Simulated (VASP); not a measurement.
Here is a VASP 6.6.1 calculation.

The input INCAR:

```
  ALGO = Fast
  EDIFF = 1E-6
  ENCUT = 520
  GGA = PE
  ISIF = 2
  ISMEAR = 0
  IVDW = 12
  LASPH = T
  LCHARG = F
  LREAL = Auto
  LWAVE = F
  NBANDS = 50
  NELM = 100
  PREC = Accurate
  SIGMA = 0.15
```

The input KPOINTS:

```
k-points
0
Gamma
  4 4 1
```

File POSCAR:

```
Be27Cl
1.0
    6.8700000000      0.0000000000      0.0000000000
    3.4350000000      5.9495950000      0.0000000000
    0.0000000000      0.0000000000     16.5884300000
Be Cl
27 1
Direct
    0.0000000000      0.0000000000      0.0602829804
    0.3333333333      0.0000000000      0.0602829804
    0.6666666667      0.0000000000      0.0602829804
    0.0000000280      0.3333332773      0.0602829804
    0.3333333613      0.3333332773      0.0602829804
    0.6666666947      0.3333332773      0.0602829804
   -0.0000000280      0.6666667227      0.0602829804
    0.3333333053      0.6666667227      0.0602829804
    0.6666666387      0.6666667227      0.0602829804
   -0.1122607238      0.2153686091      0.1699151758
    0.2268484845      0.2191402944      0.1660602601
    0.5497009410      0.2257876376      0.1691680888
   -0.1121273089      0.5613911535      0.1693362784
    0.2157544723      0.5497868342      0.1692281910
    0.5626701449      0.5513086185      0.1669217641
   -0.1049170921      0.8848429179      0.1642190370
    0.2150837364      0.8995990483      0.1700151250
    0.5502586936      0.8888104148      0.1693821537
   -0.0079442974     -0.0081815653      0.2725023405
    0.3426294090     -0.0201292693      0.2778277993
    0.6778928018     -0.0067992863      0.2711565230
   -0.0190141557      0.3417555313      0.2765347896
    0.3400884301      0.3405011602      0.2783248324
    0.6632640434      0.3343409089      0.2756346441
   -0.0068006974      0.6782075082      0.2728285317
    0.3340281451      0.6638776253      0.2744061976
    0.6648793659      0.6651783861      0.2754922557
    0.2161891099      0.2122768020      0.3727117033
```

Potentials or basis: VASP PAW PBE potentials, release 64 (Be, Cl).

The run is started by

```sh
$ cat potpaw_PBE.64/Be/POTCAR potpaw_PBE.64/Cl/POTCAR > POTCAR
$ mpirun -np 1 vasp_std > vasp.out
```

**Question.** What does it give for the largest force?

**Answer.** 0.294 eV/Å.

**Question.** Predict the band gap on the k mesh.

**Answer.** None (metal or under the smearing width).

**Question.** What does it give for the dispersion energy per atom?

**Answer.** -0.226 eV.

Forces in eV/Å, atoms in the order of the input:
```
Be   0.231  0.130 -0.001
Be   0.001 -0.183  0.037
Be  -0.251  0.129  0.063
Be  -0.189  0.095  0.098
Be   0.122  0.052  0.055
Be  -0.008 -0.150 -0.120
Be  -0.013 -0.291 -0.043
Be  -0.112  0.080 -0.002
Be   0.085  0.068 -0.132
Be  -0.006 -0.005 -0.013
Be   0.001 -0.009  0.001
Be  -0.001  0.009  0.011
Be  -0.001  0.006  0.004
Be  -0.009 -0.013  0.018
Be   0.010 -0.007  0.001
Be   0.007 -0.008 -0.006
Be   0.001 -0.002 -0.018
Be  -0.002 -0.006 -0.011
Be   0.012 -0.002  0.008
Be  -0.006  0.009  0.000
Be  -0.003 -0.009  0.001
Be   0.006 -0.014 -0.001
Be  -0.013 -0.019  0.043
Be   0.005 -0.008  0.011
Be  -0.002  0.003  0.009
Be   0.001 -0.002  0.006
Be  -0.001 -0.003  0.010
Cl   0.134  0.149 -0.030
```

Caveat: an odd number of electrons without spin polarisation forces a metal; a magnetic or distorted state may lie lower.
